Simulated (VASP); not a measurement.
Here is a VASP 6.6.1 calculation.

INCAR

```
PREC     = Accurate       # precision mode
ENCUT    = 520            # plane-wave cutoff, eV
EDIFF    = 1E-6           # SCF threshold, eV
ISMEAR   = 0              # smearing method
SIGMA    = 0.1            # smearing width, eV
LREAL    = F              # projectors in reciprocal space
LASPH    = T              # aspherical terms in the spheres
NELM     = 100            # most SCF steps
ALGO     = Normal         # electronic algorithm
ISIF     = 2              # what is computed and relaxed
LWAVE    = F              # write WAVECAR
LCHARG   = F              # write CHGCAR
GGA      = CA             # functional
NBANDS   = 16             # bands
```

Contents of KPOINTS:

```
Automatic mesh
0
Gamma
  4 4 6
```

File POSCAR:

```
Si
1.0
    3.9554811151      0.0000000000      0.0000000000
    0.0000000000      5.5938950236      0.0000000000
    0.0000000000      0.0000000000      3.7139366938
Si
4
Direct
    0.0000000000      0.0000000000      0.0000000000
    0.5000000000      0.2500000000      0.0000000000
    0.5000000000      0.5000000000      0.4999921000
    0.0000000000      0.7500000000      0.4999921000
```

Potentials or basis: VASP PAW LDA potentials, release 64 (Si).

Launch:

```bash
$ cat potpaw_LDA.64/Si/POTCAR > POTCAR
$ mpirun -np 1 vasp_std > vasp.out
```

Problem. Predict the pressure.

Solution. -3.3 GPa.

Problem. Predict the band gap on the k mesh.

Solution. 0.28 eV.

Forces in eV/Å, atoms in the order of the input:
```
Si   0.000  0.515  0.000
Si   0.000 -0.515  0.000
Si   0.000  0.515  0.000
Si   0.000 -0.515  0.000
```

A k mesh can miss the band edges. LDA gaps usually lie below the measured ones, often by a third to a half.
